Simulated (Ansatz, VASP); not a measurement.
# PtS2 (1T-PtS2 monolayer): VASP beside Ansatz, part 2 of 2

Aim: how closely do two programs agree when they are given the same cell, functional and k mesh?

VASP 6.6.1 and Ansatz 0.2.0.

So far: Starting point; VASP: band structure, PBE with D3(BJ), spin-orbit coupling.

## 3. Ansatz: band structure, PBE with D3(BJ), spin-orbit coupling

Level of this step: Ansatz beside VASP: Kohn-Sham DFT, plane waves, PBE with D3(BJ), spin-orbit coupling (Ansatz).

Ansatz runs on its fully relativistic PAW (standard-fr) files.

The same cell, functional, mesh and smearing now go to Ansatz, which takes its cutoff from its data sets.

Input file input.yaml:

```yaml
crystal:
  lattice:
    - [3.533116205, 0.0, 0.0]
    - [-1.7665581025, 3.0597683881, 0.0]
    - [0.0, 0.0, 22.0]
  atoms:
    - { symbol: Pt, position: [0.0, 0.0, 0.5] }
    - { symbol: S, position: [0.3333333333, 0.6666666667, 0.4434817369] }
    - { symbol: S, position: [0.6666666667, 0.3333333333, 0.5565182631] }
hamiltonian:
  xc: pbe
  pseudopotentials: { kind: paw_fr }
  dispersion: d3bj
magnetization:
  noncollinear: true
  spin_orbit: true
kpoints:
  mp_grid: { grid: [12, 12, 1] }
  band_path:
    path:
      - [0.0, 0.0, 0.0]
      - [0.03846, 0.0, 0.0]
      - [0.07692, 0.0, 0.0]
      - [0.15385, 0.0, 0.0]
      - [0.19231, 0.0, 0.0]
      - [0.23077, 0.0, 0.0]
      - [0.26923, 0.0, 0.0]
      - [0.30769, 0.0, 0.0]
      - [0.34615, 0.0, 0.0]
      - [0.42308, 0.0, 0.0]
      - [0.46154, 0.0, 0.0]
      - [0.5, 0.0, 0.0]
      - [0.48718, 0.02564, 0.0]
      - [0.47436, 0.05128, 0.0]
      - [0.44872, 0.10256, 0.0]
      - [0.4359, 0.12821, 0.0]
      - [0.41026, 0.17949, 0.0]
      - [0.39744, 0.20513, 0.0]
      - [0.37179, 0.25641, 0.0]
      - [0.35897, 0.28205, 0.0]
      - [0.34615, 0.30769, 0.0]
      - [0.33333, 0.33333, 0.0]
      - [0.30769, 0.30769, 0.0]
      - [0.25641, 0.25641, 0.0]
      - [0.23077, 0.23077, 0.0]
      - [0.20513, 0.20513, 0.0]
      - [0.15385, 0.15385, 0.0]
      - [0.12821, 0.12821, 0.0]
      - [0.07692, 0.07692, 0.0]
      - [0.05128, 0.05128, 0.0]
      - [0.0, 0.0, 0.0]
    npoints: 1
scf:
  occupations: { method: gaussian, width: 0.03 }
  n_extra_bands: 14
efield:
  axis: 3
  dipole_correction: true
  ramp_width: 0.04
output:
  forces: true
  eigenvalues: true
  write_density: true
  write_potential: true
  elf: true
  volumetric_format: npy
```

Launch:

```bash
$ ansatz run input.yaml --threads 4 --pin off --max-ram 9216MiB --backend cpu --events-out ev --progress --plain --runs-dir out
```

Numbers of over 12 decimals in the logs are rounded to 6 here.

Log:

```text
scf.n_extra_bands = 14 over 30 filled bands (N_el = 30.0): the run solves 44 bands
Engine: ansatz 0.2.0, aarch64-unknown-linux-gnu
Pseudopotentials: kind: paw_fr
Pseudopotential: Pt, paw_fr, valence charge 18, recommended cutoff 420 eV (normal), Pt.paw.azcp#standard-fr
Pseudopotential: S, paw_fr, valence charge 6, recommended cutoff 420 eV (normal), S.paw.azcp#standard-fr
Functional definition: PBE
  parameter kappa = 0.804
  parameter beta = 0.066725
  exchange = pbe_x(kappa = kappa, mu = beta*pi^2/3)
  correlation = pbe_c(beta = beta)
non-collinear run that drives no moment, with spin-orbit: no starting moment large enough to seed its density (crystal.atoms[].spin), no starting occupations that ask for one, no magnetisation constraint and no magnetic field, so the semilocal B_xc is pinned to zero
Crystal: 3 atoms, lattice volume = 237.831 Å³
Basis set: ecut = 420 eV, 4627 PW (Γ), exchange–correlation on 48×48×300 points (8 copies of the dense FFT grid, shifted against one another)
Bands: 44, of which v1, the nominal top of the filled ones, is band 30 counted from 1 (29 counted from 0)
Symmetry: 6 space group operations + 6 with time reversal
k-points: 19 of 144 (time reversal used)
Projection manifold: j_resolved (fully-relativistic pseudo-atomic orbitals)
Non-local potential: Pt, projectors of the file, l = 0: 3, l = 1: 4, l = 2: 4, l = 3: 2
Non-local potential: S, projectors of the file, l = 0: 2, l = 1: 4, l = 2: 4
PAW form: soft (Blöchl's): semilocal exchange-correlation on the pseudo side does not see the compensation charge
PAW one-centre angular grid: Pt, 590 points (default); XC on 64 Gauss nodes
PAW one-centre angular grid: S, 110 points (default); XC on 64 Gauss nodes
Initial density: superposition of atomic densities (neutral atoms: chi_scale 0, normalization atom)
Initial wavefunctions: pseudopotential atomic-orbital guess
Functional: x = pbe(κ = 0.804, μ = 0.219515), c = pbe(β = 0.066725)
SCF iter   1: F=—  HF=-14365.083453 eV  |F-HF|=—  |Δ(HF+E_count)|=         —  Δρ=5.08e-2  dr2=7.21e0  dr2_m=0.00e0 (ungated)  ethr=3.10e-3  |M|=0.00e0 ∫|m|=0.00e0 μB  |m|>n=0.0e0 m-floor=0.0e0 τ_xc=0.0e0  β_m=0.30  p=0.000 e·Å  D=1.67e-15 V/Å  ΔV_dip=-0.00 eV  dr2_dipole=7.49e-11  V_vac-E_F(+/−)=4.73/4.73 eV  ⟨swp⟩=13.7  Hψ=5967  notcnv=0  defer=20
efield: sawtooth ramp at fractional position 0.9800 (placed from the atoms, in the widest stretch of the axis that holds none; the zero of the levels goes with the place), width 0.0400; the density the first Hamiltonian is built on has a dipole p = 0.000 e·Å; the dipole correction subtracts the counter field D = 1.67e-15 V/Å, which shifts the + side's vacuum level by -0.00 eV against the − side's; the planar-averaged density in the ramp window peaks in size at 1.1e-6 e/Å³
preconditioner: auto → none  [insulator: Δε(μ)=1.790 eV  Ē_g=10.741 eV  σ=0.030 eV  W_gap=1.00  n_scr=12 (ndim 8)  ℏωp=11.3 eV  f_vac=0.720  D(μ)=0.00/eV (n_scr^D=0)  ε∞_Penn≈2.1]
SCF iter   2: F=—  HF=-14364.043087 eV  |F-HF|=—  |Δ(HF+E_count)|=    1.04e0  Δρ=2.20e-2  dr2=1.64e0  dr2_m=0.00e0 (ungated)  ethr=3.10e-3  |M|=0.00e0 ∫|m|=0.00e0 μB  |m|>n=0.0e0 m-floor=0.0e0 τ_xc=0.0e0  β_m=0.26  p=0.000 e·Å  D=3.20e-6 V/Å  ΔV_dip=-0.00 eV  dr2_dipole=6.88e-8  V_vac-E_F(+/−)=6.28/6.28 eV  ⟨swp⟩=3.6  Hψ=1964  notcnv=0  defer=190
SCF iter   3: F=—  HF=-14363.746828 eV  |F-HF|=—  |Δ(HF+E_count)|=   2.96e-1  Δρ=1.55e-2  dr2=1.66e-1  dr2_m=0.00e0 (ungated)  ethr=3.10e-3  |M|=0.00e0 ∫|m|=0.00e0 μB  |m|>n=0.0e0 m-floor=0.0e0 τ_xc=0.0e0  β_m=0.47  p=0.000 e·Å  D=6.36e-5 V/Å  ΔV_dip=-0.00 eV  dr2_dipole=1.47e-7  V_vac-E_F(+/−)=5.60/5.60 eV  ⟨swp⟩=2.3  Hψ=1218  notcnv=0  defer=188
SCF iter   4: F=—  HF=-14363.727715 eV  |F-HF|=—  |Δ(HF+E_count)|=   1.91e-2  Δρ=3.23e-3  dr2=8.87e-3  dr2_m=0.00e0 (ungated)  ethr=5.52e-4  |M|=0.00e0 ∫|m|=0.00e0 μB  |m|>n=0.0e0 m-floor=0.0e0 τ_xc=0.0e0  β_m=0.47  p=-0.001 e·Å  D=-5.83e-4 V/Å  ΔV_dip=0.01 eV  dr2_dipole=2.49e-5  V_vac-E_F(+/−)=5.43/5.42 eV  ⟨swp⟩=2.0  Hψ=841  notcnv=0  defer=190
SCF iter   5: F=—  HF=-14363.727187 eV  |F-HF|=—  |Δ(HF+E_count)|=   5.28e-4  Δρ=5.09e-4  dr2=3.34e-3  dr2_m=0.00e0 (ungated)  ethr=2.96e-5  |M|=0.00e0 ∫|m|=0.00e0 μB  |m|>n=0.0e0 m-floor=0.0e0 τ_xc=0.0e0  β_m=0.34  p=0.003 e·Å  D=2.66e-3 V/Å  ΔV_dip=-0.06 eV  dr2_dipole=6.01e-4  V_vac-E_F(+/−)=5.34/5.40 eV  ⟨swp⟩=2.1  Hψ=1102  notcnv=0  defer=190
SCF iter   6: F=—  HF=-14363.726877 eV  |F-HF|=—  |Δ(HF+E_count)|=   3.10e-4  Δρ=3.52e-4  dr2=2.57e-4  dr2_m=0.00e0 (ungated)  ethr=1.11e-5  |M|=0.00e0 ∫|m|=0.00e0 μB  |m|>n=0.0e0 m-floor=0.0e0 τ_xc=0.0e0  β_m=0.46  p=-0.001 e·Å  D=-5.50e-4 V/Å  ΔV_dip=0.01 eV  dr2_dipole=2.03e-5  V_vac-E_F(+/−)=5.38/5.37 eV  ⟨swp⟩=2.1  Hψ=815  notcnv=0  defer=190
SCF iter   7: F=—  HF=-14363.726865 eV  |F-HF|=—  |Δ(HF+E_count)|=   1.17e-5  Δρ=1.58e-4  dr2=7.18e-5  dr2_m=0.00e0 (ungated)  ethr=8.57e-7  |M|=0.00e0 ∫|m|=0.00e0 μB  |m|>n=0.0e0 m-floor=0.0e0 τ_xc=0.0e0  β_m=0.43  p=-0.000 e·Å  D=-6.70e-5 V/Å  ΔV_dip=0.00 eV  dr2_dipole=7.21e-7  V_vac-E_F(+/−)=5.39/5.39 eV  ⟨swp⟩=2.0  Hψ=1062  notcnv=0  defer=190
SCF iter   8: F=—  HF=-14363.726897 eV  |F-HF|=—  |Δ(HF+E_count)|=   3.13e-5  Δρ=5.11e-5  dr2=7.62e-6  dr2_m=0.00e0 (ungated)  ethr=2.39e-7  |M|=0.00e0 ∫|m|=0.00e0 μB  |m|>n=0.0e0 m-floor=0.0e0 τ_xc=0.0e0  β_m=0.67  p=-0.000 e·Å  D=-1.69e-6 V/Å  ΔV_dip=0.00 eV  dr2_dipole=3.45e-8  V_vac-E_F(+/−)=5.39/5.39 eV  ⟨swp⟩=2.2  Hψ=964  notcnv=0  defer=190
SCF iter   9: F=—  HF=-14363.726896 eV  |F-HF|=—  |Δ(HF+E_count)|=   9.44e-7  Δρ=6.55e-6  dr2=1.15e-7  dr2_m=0.00e0 (ungated)  ethr=2.54e-8  |M|=0.00e0 ∫|m|=0.00e0 μB  |m|>n=0.0e0 m-floor=0.0e0 τ_xc=0.0e0  β_m=0.69  p=-0.000 e·Å  D=-1.10e-6 V/Å  ΔV_dip=0.00 eV  dr2_dipole=1.36e-11  V_vac-E_F(+/−)=5.39/5.39 eV  ⟨swp⟩=2.0  Hψ=1008  notcnv=0  defer=190
SCF iter  10: F=-14363.726896 eV  HF=-14363.726896 eV  |F-HF|=2.94e-9  |Δ(HF+E_count)|=   1.53e-8  Δρ=1.70e-6  dr2=6.91e-9  dr2_m=0.00e0 (ungated)  ethr=3.33e-10  |M|=0.00e0 ∫|m|=0.00e0 μB  |m|>n=0.0e0 m-floor=0.0e0 τ_xc=0.0e0  p=0.000 e·Å  D=3.73e-6 V/Å  ΔV_dip=-0.00 eV  dr2_dipole=3.77e-10  V_vac-E_F(+/−)=5.39/5.39 eV  ⟨swp⟩=24.2  Hψ=7808  notcnv=0
SCF 1 converged in 10 iterations: F = -14363.726896 eV  dr2 = 6.91e-9
  greatest PAW one-centre occupation: 1.000 electrons in one spin orbital (limit 2), on the Pt atom at site 0 (counted from 0), in its partial waves of l = 0
NSCF: frozen V_eff on 31 k-points
efield: sawtooth ramp at fractional position 0.9800 (kept from the solve that this one continues, or follows in the run), width 0.0400; the density the first Hamiltonian is built on has a dipole p = 0.000 e·Å; the dipole correction subtracts the counter field D = 3.73e-6 V/Å, which shifts the + side's vacuum level by -0.00 eV against the − side's; the planar-averaged density in the ramp window peaks in size at 9.8e-7 e/Å³
SCF converged after 10 iterations
Magnetization: |M| = 0.0000 μB,  M = (+0.0000, +0.0000, +0.0000) μB
Absolute magnetization: 0.0000 μB (∫|m|)
  site 0: m = (+0.0000, +0.0000, +0.0000) μB, |m| = 0.0000 μB  (R = 0.99 Å)
  site 1: m = (+0.0000, +0.0000, +0.0000) μB, |m| = 0.0000 μB  (R = 0.99 Å)
  site 2: m = (+0.0000, +0.0000, +0.0000) μB, |m| = 0.0000 μB  (R = 0.99 Å)
Free energy (F): -14363.726896 eV
Harris-Foulkes:  -14363.726896 eV  (|F-HF|=2.94e-9)
Internal energy: -14363.726896 eV  (E = F + TS)
E sigma→0 (E₀):  -14363.726896 eV
Fermi energy:    -1.586927 eV
Dipole field:    D = -0.000020 V/Å  (p = -0.000027 e·Å, saw-weighted, corrected)
Work function:   Φ+ = 5.3870 eV   Φ− = 5.3865 eV
Levels:          The Fermi level and band energies are counted from a zero that moves with the ramp; work functions are not
--- Per-component energies (eV) ---
  E_band       = -700.898745
  E_kinetic    = 849.656031
  E_local      = -22501.647812  (includes V_loc(G=0)·N_el)
  E_nonlocal   = 243.313684
  E_hartree    = 10738.997131
  E_xc         = -455.867547
  E_vxc        = -477.585437  (∫ρ·V_xc dr)
  E_paw        = -10680.193444  (= ΣΔE_a)
  E_vpaw       = -292.625187  (= ΣTr[D̂ρ^β])
  E_aug_tail   = 0.000160  (compensation charges beyond the density's cutoff)
  E_efield     = 0.000000  (sawtooth field / dipole correction)
  E_vefield    = 0.000000  (∫n·V_field dr)
  E_ewald      = 7442.846966
  E_disp       = -0.832064  (pairwise vdW)
  E_smearing   = -0.000000  (= −TS)
  E_closure    = -0.000000  (closes the sum)
  Σ components = -14363.726896   (vs F -14363.726896, Δ=0.00e0)
--- Forces (eV/Å), atoms counted from 1 ---
  atom   1  Pt     0.00000000    -0.00000000    -0.00002905
  atom   2  S     -0.00000000     0.00000000    -0.06384004
  atom   3  S     -0.00000000    -0.00000000     0.06384190
  max |Σ_I F_I| component: 2.72e-5 eV/Å
--- Band table (eV; the first three rows and the last of 19) ---
  k-point 0: bands = [... 26 lower, -2.9081, -2.9081, -2.6943, -2.6943, 0.5953, 0.5953, 0.8479, 0.8479, ... 10 higher]
  k-point 1: bands = [... 26 lower, -2.8170, -2.8170, -2.5645, -2.5645, 0.2489, 0.2489, 0.6439, 0.6439, ... 10 higher]
  k-point 2: bands = [... 26 lower, -2.7686, -2.7686, -2.4811, -2.4811, -0.4540, -0.4540, 0.3937, 0.3937, ... 10 higher]
  k-point 18: bands = [... 26 lower, -3.3309, -3.3309, -3.1316, -3.1316, -0.3802, -0.3802, -0.2874, -0.2874, ... 10 higher]
```

The job ended after 29 s (4 threads of Arm Neoverse V2, shared host; peak memory 1.2 GiB).

## 4. Differences

Known differences besides the potentials themselves: spin-orbit coupling enters by fully relativistic files in Ansatz and inside the spheres in VASP; the data sets hold 30 valence electrons in Ansatz (fully relativistic PAW (standard-fr) files) and 22 in VASP; the cutoff is 420 eV in Ansatz and 350 eV in VASP (PREC = Normal). Total energies have different zeros and are not compared.

The two programs side by side:

```csv
quantity,Ansatz,VASP,difference
gap over the path points (eV),1.772,1.770,+0.003
```

Levels at points of the path, from each program's valence-band top (eV; 8 filled, then empty):

```csv
k (reciprocal lattice),Ansatz,VASP
0.000 0.000 0.000,-0.85 -0.85 -0.82 -0.82 -0.43 -0.43 -0.21 -0.21 3.08 3.08 3.33 3.33 5.37 5.37,-0.86 -0.86 -0.81 -0.81 -0.41 -0.41 -0.20 -0.20 3.07 3.07 3.32 3.32 5.36 5.36
0.038 0.000 0.000,-0.97 -0.97 -0.78 -0.78 -0.39 -0.39 -0.18 -0.18 3.00 3.00 3.27 3.27 5.42 5.42,-0.98 -0.98 -0.77 -0.77 -0.37 -0.37 -0.17 -0.17 3.00 3.00 3.25 3.25 5.41 5.41
0.077 0.000 0.000,-1.22 -1.22 -0.70 -0.70 -0.34 -0.34 -0.10 -0.10 2.78 2.78 3.15 3.15 5.54 5.54,-1.22 -1.22 -0.69 -0.69 -0.33 -0.33 -0.09 -0.09 2.77 2.77 3.13 3.13 5.54 5.54
0.154 0.000 0.000,-1.74 -1.74 -0.49 -0.49 -0.30 -0.30 0.00 0.00 2.12 2.12 2.91 2.91 5.97 5.97,-1.75 -1.75 -0.48 -0.48 -0.29 -0.29 0.00 0.00 2.12 2.12 2.90 2.90 5.96 5.96
0.192 0.000 0.000,-1.94 -1.94 -0.49 -0.49 -0.28 -0.28 -0.02 -0.02 1.87 1.87 2.82 2.82 6.21 6.21,-1.95 -1.95 -0.48 -0.48 -0.27 -0.27 -0.02 -0.02 1.87 1.87 2.81 2.81 6.20 6.20
0.231 0.000 0.000,-2.09 -2.09 -0.63 -0.63 -0.32 -0.32 -0.08 -0.08 1.77 1.77 2.77 2.77 6.24 6.24,-2.09 -2.09 -0.62 -0.62 -0.32 -0.32 -0.08 -0.08 1.77 1.77 2.77 2.77 6.27 6.27
0.269 0.000 0.000,-2.18 -2.18 -0.87 -0.87 -0.48 -0.48 -0.16 -0.16 1.84 1.84 2.77 2.77 6.00 6.00,-2.18 -2.18 -0.86 -0.86 -0.47 -0.47 -0.17 -0.17 1.84 1.84 2.76 2.76 6.03 6.03
0.308 0.000 0.000,-2.24 -2.24 -1.18 -1.18 -0.70 -0.70 -0.30 -0.30 2.02 2.02 2.80 2.80 5.76 5.76,-2.24 -2.24 -1.17 -1.17 -0.70 -0.70 -0.30 -0.30 2.02 2.02 2.79 2.79 5.79 5.79
0.346 0.000 0.000,-2.26 -2.26 -1.50 -1.50 -0.96 -0.96 -0.48 -0.48 2.25 2.25 2.85 2.85 5.58 5.58,-2.26 -2.26 -1.49 -1.49 -0.96 -0.96 -0.49 -0.49 2.25 2.25 2.84 2.84 5.61 5.61
0.423 0.000 0.000,-2.28 -2.28 -1.83 -1.83 -1.53 -1.53 -0.97 -0.97 2.65 2.65 2.97 2.97 5.45 5.45,-2.28 -2.28 -1.83 -1.83 -1.52 -1.52 -0.98 -0.98 2.65 2.65 2.96 2.96 5.46 5.46
```

At this near-relaxed geometry the largest component of a force difference is 23 meV/Å. Among the levels compared at these points, filled levels agree within 20 meV and empty ones within 31 meV.

## 5. What came out

```json
{"difference in gap over the path points (band structure, PBE with D3(BJ), spin-orbit coupling)": "0.0026 eV", "r.m.s. force difference (band structure, PBE with D3(BJ), spin-orbit coupling)": "11 meV/Å"}
```

**Reading.** The r.m.s. force difference is 11 meV/Å (band structure, PBE with D3(BJ), spin-orbit coupling), within the 12 meV/Å picked in this series as the mark of a large difference. 6 further runs of this series are not shown here. Such differences can come from data sets, numerical settings and the points named under the comparisons, not from the functional's error against experiment.

[Lines on the potential files, build, host, timing and source positions are cut from VASP's logs without a mark.]

[Logs are printed without paths, hosts, clocks, repeated set-up lines and the standing remarks that a program may print on its own settings, such as how far it seeks lower states.]

[Hosts, paths, dates, database ids (printed as entryN), source tags and the programs' standing remarks are cut or masked in the printed files.]
